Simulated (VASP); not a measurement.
Method: PBE GGA, VASP's PBE PAW potentials (set 64) (plane waves; VASP 6.6.1).

Input for VASP

File POSCAR:
```
Rb
2.8250
 -1.0000000000   1.0000000000   1.0000000000
  1.0000000000  -1.0000000000   1.0000000000
  1.0000000000   1.0000000000  -1.0000000000
Rb
1
direct
  0.0000000000   0.0000000000   0.0000000000
```

INCAR:
```
SYSTEM = Rb
PREC = Accurate; ENCUT = 400; LREAL = Auto
LASPH = .TRUE.
EDIFF = 1E-6; NELM = 100; ALGO = Normal
LMAXMIX = 4
ISMEAR = 1; SIGMA = 0.1
GGA = PE
ISIF = 2
LWAVE = .FALSE.; LCHARG = .FALSE.
```

File KPOINTS:
```
Automatic mesh
0
Gamma
8 8 8
0 0 0
```

POTCAR, in this order: Rb_sv (PBE.64 set). Program: vasp_std.

Estimate the energy per atom (σ→0), band gap (on the k-mesh).

| Property | Result |
|---|---|
| energy per atom (σ→0) | -0.929 eV/atom |
| band gap (on the k-mesh) | none (metal, semimetal or under 0.01 eV) |

File OSZICAR:
```
...
DAV:   4    -0.927644908211E+00   -0.31185E-01   -0.31183E-01   720   0.370E+00
DAV:   5    -0.927797846124E+00   -0.15294E-03   -0.15294E-03   728   0.201E-01    0.119E+00
DAV:   6    -0.928365223180E+00   -0.56738E-03   -0.17687E-03   728   0.287E-01    0.714E-01
DAV:   7    -0.929230194730E+00   -0.86497E-03   -0.33318E-03   608   0.388E-01    0.450E-02
DAV:   8    -0.929342331959E+00   -0.11214E-03   -0.12904E-04   584   0.111E-01    0.148E-02
DAV:   9    -0.929349193878E+00   -0.68619E-05   -0.67405E-06   800   0.215E-02    0.429E-03
DAV:  10    -0.929348703901E+00    0.48998E-06   -0.24315E-06   592   0.102E-02
   1 F= -.92934870E+00 E0= -.92885947E+00  d E =-.146770E-02
```

The compound is Rb in the bcc structure. The cell was not relaxed at this level. The run is one of a series of settings (LREAL = Auto against the base run), some of them coarse on purpose.
